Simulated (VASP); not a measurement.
Here is the system:

```
CELL_PARAMETERS angstrom
      3.55901     0.00000     0.00000
      0.00000     4.09950     0.00000
      0.00000     0.00000     8.91303
ATOMIC_POSITIONS crystal
  Hf 0.50000 0.00000 0.09610
  Hf 0.00000 0.50000 0.90390
  Br 0.50000 0.50000 0.67140
  Br 0.00000 0.00000 0.32860
  N  0.50000 0.50000 0.03387
  N  0.00000 0.00000 0.96613
```

Calculation: r2SCAN meta-GGA, VASP's PBE PAW potentials (set 64) (plane waves; VASP). Numerical set-up: 520 eV cut-off, 7×6×3 Γ-centred mesh, tetrahedra with Blöchl corrections, potentials Hf_pv Br N.

The cores are frozen, which limits the accuracy of field gradients.

Problem. Give the principal components of the electric field gradient (V/Å²) and the asymmetry η at each nucleus.

Solution. 
| atom | Vxx | Vyy | Vzz | η |
|---|---|---|---|---|
| Hf1 | -158.7 | -50.9 | 209.6 | 0.51 |
| Hf2 | -158.7 | -50.9 | 209.6 | 0.51 |
| Br3 | 62.7 | 41.5 | -104.2 | 0.20 |
| Br4 | 62.7 | 41.5 | -104.2 | 0.20 |
| N5 | -7.1 | -0.7 | 7.8 | 0.82 |
| N6 | -7.1 | -0.7 | 7.8 | 0.82 |

The structure comes from a computed database's HfBrN entry (Pmmn); how it stands against other phases isn't given here. It was relaxed first.
